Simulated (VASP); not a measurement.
These are r2SCAN meta-GGA, VASP's PBE PAW potentials (set 64) (plane waves; VASP) values and carry that method's errors.

VASP input:

**INCAR**
```
ALGO = Normal
CSHIFT = 0.1
EDIFF = 1E-7
ENCUT = 400
ISMEAR = 0
LASPH = .True.
LCHARG = .False.
LMAXMIX = 4
LMIXTAU = .True.
LOPTICS = .True.
LPEAD = .True.
LREAL = .False.
LWAVE = .False.
METAGGA = R2SCAN
NBANDS = 42
NEDOS = 1001
NELM = 100
PREC = Accurate
SIGMA = 0.01
SYSTEM = PbS
```

### POSCAR
```
PbS
1
   -0.0000000000     2.9861293047     2.9861293047
    2.9861293047    -0.0000000000     2.9861293047
    2.9861293047     2.9861293047     0.0000000000
Pb S
1 1
Direct
  0.0000000000   0.0000000000   0.0000000000
  0.5000000000   0.5000000000   0.5000000000
```

KPOINTS:
```
Automatic mesh
0
gamma
  14 14 14
0 0 0
```

POTCAR, in this order: Pb_d S (PBE.64 set). Program: vasp_std.

Output of the run:

**OUTCAR**
```
 ion  position               nearest neighbor table
   1  0.000  0.000  0.000-   2 2.99   2 2.99   2 2.99   2 2.99   2 2.99   2 2.99
   2  0.500  0.500  0.500-   1 2.99   1 2.99   1 2.99   1 2.99   1 2.99   1 2.99
  LATTYP: Found a face centered cubic cell.
 ALAT       =     5.9722586094
 Subroutine PRICEL returns:
 Original cell was already a primitive cell.
 Subroutine GETGRP returns: Found 48 space group operations
The static configuration has the point symmetry O_h .
The dynamic configuration has the point symmetry O_h .
 Subroutine INISYM returns: Found 48 space group operations
 Subroutine IBZKPT returns following result:
 Found    104 irreducible k-points:

 Following reciprocal coordinates:
            Coordinates               Weight
  0.000000  0.000000  0.000000      1.000000
  0.071429  0.000000  0.000000      8.000000
  0.142857  0.000000  0.000000      8.000000
  0.214286  0.000000  0.000000      8.000000
  0.285714  0.000000  0.000000      8.000000
  0.357143  0.000000  0.000000      8.000000
  0.428571  0.000000  0.000000      8.000000
  0.500000  0.000000  0.000000      4.000000
  0.071429  0.071429  0.000000      6.000000
...
```

**OSZICAR**
```
       N       E                     dE             d eps       ncg     rms          rms(c)
DAV:   1     0.117004130062E+03    0.11700E+03   -0.61507E+03  9236   0.417E+02
DAV:   2    -0.519039173904E+02   -0.16891E+03   -0.15122E+03  9408   0.164E+02
DAV:   3    -0.702295549169E+02   -0.18326E+02   -0.17990E+02 10554   0.513E+01
DAV:   4    -0.707022797453E+02   -0.47272E+00   -0.47214E+00 10694   0.811E+00
DAV:   5    -0.707107942127E+02   -0.85145E-02   -0.85129E-02 11132   0.113E+00    0.450E+00
DAV:   6    -0.654668390525E+02    0.52440E+01   -0.14443E+00 11710   0.109E+01    0.364E+00
DAV:   7    -0.654900455410E+02   -0.23206E-01   -0.49971E-01  9146   0.396E+00    0.227E+00
DAV:   8    -0.655373274134E+02   -0.47282E-01   -0.47206E-01  8926   0.238E+00    0.796E-01
DAV:   9    -0.654800286390E+02    0.57299E-01   -0.47999E-01  8808   0.214E+00    0.693E-01
DAV:  10    -0.655937173620E+02   -0.11369E+00   -0.54268E-02  8846   0.829E-01    0.248E-01
DAV:  11    -0.656108430810E+02   -0.17126E-01   -0.17486E-02  9376   0.522E-01    0.101E-01
DAV:  12    -0.655868611554E+02    0.23982E-01   -0.15168E-02  9048   0.565E-01    0.937E-02
DAV:  13    -0.656095675407E+02   -0.22706E-01   -0.10456E-02  8892   0.403E-01    0.207E-02
DAV:  14    -0.656113897751E+02   -0.18222E-02   -0.18635E-03  9862   0.163E-01    0.184E-02
DAV:  15    -0.656114421457E+02   -0.52371E-04   -0.90545E-05 10308   0.338E-02    0.125E-02
DAV:  16    -0.656114472841E+02   -0.51384E-05   -0.11100E-05  9508   0.136E-02    0.352E-03
DAV:  17    -0.656114506482E+02   -0.33642E-05   -0.26386E-06  9736   0.737E-03    0.108E-03
DAV:  18    -0.656114499121E+02    0.73618E-06   -0.53896E-07  9378   0.300E-03    0.241E-03
DAV:  19    -0.656114505096E+02   -0.59757E-06   -0.12067E-07  9998   0.169E-03    0.595E-04
DAV:  20    -0.656114499687E+02    0.54096E-06   -0.56099E-08  8406   0.883E-04    0.536E-04
DAV:  21    -0.656114500815E+02   -0.11280E-06   -0.11593E-08  6600   0.428E-04    0.529E-04
DAV:  22    -0.656114499258E+02    0.15571E-06   -0.41242E-09  4916   0.298E-04    0.956E-05
DAV:  23    -0.656114499399E+02   -0.14110E-07   -0.67231E-10  4822   0.131E-04
   1 F= -.65611450E+02 E0= -.65611450E+02  d E =-.379169E-26
 imaginary and real dielectric function
```

OUTCAR:
```
------------------------ aborting loop because EDIFF is reached ----------------------------------------
  FORCE on cell =-STRESS in cart. coord.  units (eV):
  Direction    XX          YY          ZZ          XY          YZ          ZX
  --------------------------------------------------------------------------------------
  Total        0.0144463      0.0144463      0.0144463      0.0000000      0.0000000     -0.0000000
  in kB        0.4346215      0.4346215      0.4346215      0.0000000      0.0000000     -0.0000000
  external PRESSURE =       0.4346215 kB  Pullay stress =       0.0000000 kB
  volume of cell :       53.25
      direct lattice vectors                 reciprocal lattice vectors
     0.000000000  2.986129305  2.986129305    -0.167440840  0.167440840  0.167440840
     2.986129305  0.000000000  2.986129305     0.167440840 -0.167440840  0.167440840
     2.986129305  2.986129305  0.000000000     0.167440840  0.167440840 -0.167440840
  FREE ENERGIE OF THE ION-ELECTRON SYSTEM (eV)
  ---------------------------------------------------
  free  energy   TOTEN  =       -65.6114499399 eV

  energy  without entropy=      -65.6114499399  energy(sigma->0) =      -65.61144994

 plasma frequency squared (from intraband transitions) (eV^2)
  --------------------------------------------------------------------------------------
       0.000       0.000       0.000
       0.000       0.000       0.000
       0.000       0.000       0.000

 plasma frequency squared (from interband transitions, int dw w eps(2)(w)) (eV^2)
  --------------------------------------------------------------------------------------
     448.635       0.000       0.000       0.000       0.000      -0.000
       0.000      -0.000     448.635       0.000       0.000       0.000
       0.000       0.000       0.000      -0.000     448.635       0.000
```
(Selected blocks of OUTCAR.)

The dielectric response may not be converged in the k-mesh; for small gaps it tends to come out too large.

The compound is PbS in the rock salt structure. It was relaxed first.
